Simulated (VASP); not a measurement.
Runs of VASP 6.6.1 on O2H2. The cell holds a molecule in a box, 4 atoms: a = 12.922 Å, b = 13.422 Å, c = 13.922 Å, α = 90.00°, β = 90.00°, γ = 90.00°. 

```tsv
task	level	cell	atoms held fixed (from 0)	gap on the mesh (eV)	largest force (eV/Å)
single point	PBE	as given	-	4.03	0.02
relaxation of the atoms	PBE+D3(BJ)	atoms relaxed	[0]	4.03	-
single point	RPBE	as given	-	4.05	(a)
single point	RPBE+D3(BJ)	as given	-	4.05	0.29
```

Alike in all rows: potentials or basis VASP PAW PBE potentials, release 64 (O, H); no spin polarisation; k mesh 1 × 1 × 1; cutoff (eV) 400; smearing gaussian 0.01 eV.

Estimate the missing entries.

(a) 0.30.

Caveats: the PAW data sets were made with another functional, which shifts forces and pressure a little (some runs).

